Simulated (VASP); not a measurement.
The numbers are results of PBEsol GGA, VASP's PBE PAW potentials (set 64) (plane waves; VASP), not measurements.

A VASP calculation is set up with these files.

### KPOINTS
```
k-points along high-symmetry lines
7
Line-mode
Reciprocal
  0.000000   0.000000   0.000000 ! GAMMA
  0.500000   0.000000   0.000000 ! X

  0.500000   0.000000   0.000000 ! X
  0.500000   0.500000   0.000000 ! S

  0.500000   0.500000   0.000000 ! S
  0.000000   0.500000   0.000000 ! Y

  0.000000   0.500000   0.000000 ! Y
  0.000000   0.000000   0.000000 ! GAMMA

  0.000000   0.000000   0.000000 ! GAMMA
  0.000000   0.000000   0.500000 ! Z

  0.000000   0.000000   0.500000 ! Z
  0.500000   0.000000   0.500000 ! U

  0.500000   0.000000   0.500000 ! U
  0.500000   0.500000   0.500000 ! R

  0.500000   0.500000   0.500000 ! R
  0.000000   0.500000   0.500000 ! T

  0.000000   0.500000   0.500000 ! T
  0.000000   0.000000   0.500000 ! Z

  0.500000   0.000000   0.000000 ! X
  0.500000   0.000000   0.500000 ! U

  0.000000   0.500000   0.000000 ! Y
  0.000000   0.500000   0.500000 ! T

  0.500000   0.500000   0.000000 ! S
  0.500000   0.500000   0.500000 ! R
```

File POSCAR:
```
SiRh2
5.3313190
  0.9999999253   0.0000000000   0.0000000000
  0.0000000000   0.7353031184   0.0000000000
  0.0000000000   0.0000000000   1.3896654798
Rh Si
8 4
Cart
  0.5266701685   0.1838257796   1.1088419950
  0.0266702058   0.1838257796   0.9756562247
  0.4733297569   0.5514773388   0.2808234848
  0.9733297195   0.5514773388   0.4140092551
  0.1634251842   0.1838257796   0.0968119197
  0.6634251469   0.1838257796   0.5980208201
  0.8365747411   0.5514773388   1.2928535600
  0.3365747785   0.5514773388   0.7916446596
  0.7154540436   0.1838257796   0.1449532034
  0.2154540809   0.1838257796   0.5498795365
  0.2845458818   0.5514773388   1.2447122764
  0.7845458444   0.5514773388   0.8397859433
```

### INCAR
```
SYSTEM = SiRh2
PREC = Accurate
ENCUT = 400
EDIFF = 1E-7
NELM = 100
ALGO = Normal
LREAL = .FALSE.
LASPH = .TRUE.
ISMEAR = 0
SIGMA = 0.05
GGA = PS
LMAXMIX = 4
LWAVE = .FALSE.
LCHARG = .FALSE.
LORBIT = 11
ICHARG = 11
```

POTCAR, in this order: Rh_pv Si (PBE.64 set). Program: vasp_std. Read from the step before: CHGCAR.

The resulting files:

**OSZICAR**
```
       N       E                     dE             d eps       ncg     rms          rms(c)
DAV:   1     0.151628233529E+04    0.15163E+04   -0.70716E+04 14616   0.154E+03
DAV:   2    -0.244428720220E+02   -0.15407E+04   -0.14923E+04 14346   0.516E+02
DAV:   3    -0.963664418003E+02   -0.71924E+02   -0.69542E+02 15650   0.110E+02
DAV:   4    -0.977979138809E+02   -0.14315E+01   -0.14264E+01 15002   0.152E+01
DAV:   5    -0.978245817343E+02   -0.26668E-01   -0.26658E-01 15633   0.203E+00
DAV:   6    -0.978253566588E+02   -0.77492E-03   -0.77486E-03 15209   0.341E-01
DAV:   7    -0.978253899494E+02   -0.33291E-04   -0.33288E-04 15868   0.647E-02
DAV:   8    -0.978253913674E+02   -0.14180E-05   -0.14180E-05 14875   0.131E-02
DAV:   9    -0.978253914409E+02   -0.73509E-07   -0.73327E-07 11632   0.273E-03
   1 F= -.97825391E+02 E0= -.97818746E+02  d E =-.132915E-01
```

**OUTCAR**
```
 val. band max:       12.1634495088   @ k =   0.3333   0.0000   0.0000

 cond. band min:      12.1691954346   @ k =   0.0833   0.0000   0.5000



 k-point     1 :       0.0000    0.0000    0.0000
  band No.  band energies     occupation
      1     -34.5042      2.00000
      2     -34.4471      2.00000
      3     -34.4368      2.00000
      4     -34.4100      2.00000
      5     -34.3827      2.00000
      6     -34.3803      2.00000
      7     -34.3568      2.00000
      8     -34.3371      2.00000
      9     -34.3336      2.00000
     10     -34.3163      2.00000
     11     -34.2419      2.00000
     12     -34.2378      2.00000
     13     -34.2280      2.00000
     14     -34.2122      2.00000
     15     -34.2039      2.00000
     16     -34.1895      2.00000
     17     -34.1574      2.00000
     18     -34.1342      2.00000
     19     -34.1299      2.00000
     20     -34.1246      2.00000
     21     -34.1060      2.00000
     22     -34.0786      2.00000
     23     -34.0756      2.00000
     24     -34.0697      2.00000
     25       0.6565      2.00000
     26       2.6794      2.00000
     27       2.7695      2.00000
     28       3.6735      2.00000
     29       5.5389      2.00000
     30       5.9705      2.00000
     31       6.2084      2.00000
     32       6.2316      2.00000
     33       6.4350      2.00000
     34       6.9485      2.00000
     35       6.9577      2.00000
     36       7.0171      2.00000
     37       7.1632      2.00000
     38       7.1854      2.00000
     39       7.2429      2.00000
     40       7.2848      2.00000
     41       7.9015      2.00000
     42       7.9461      2.00000
     43       8.0856      2.00000
     44       8.2599      2.00000
     45       8.5842      2.00000
     46       8.5986      2.00000
     47       9.1047      2.00000
     48       9.1397      2.00000
     49       9.5535      2.00000
     50       9.6577      2.00000
     51       9.7464      2.00000
     52       9.7856      2.00000
...
```

The density is held fixed in this step, so its total energy and stress have no physical meaning.

The structure was generated: SiRh2 was put into the Co2Si type (Pnma), which need not be its known phase. It was relaxed first.
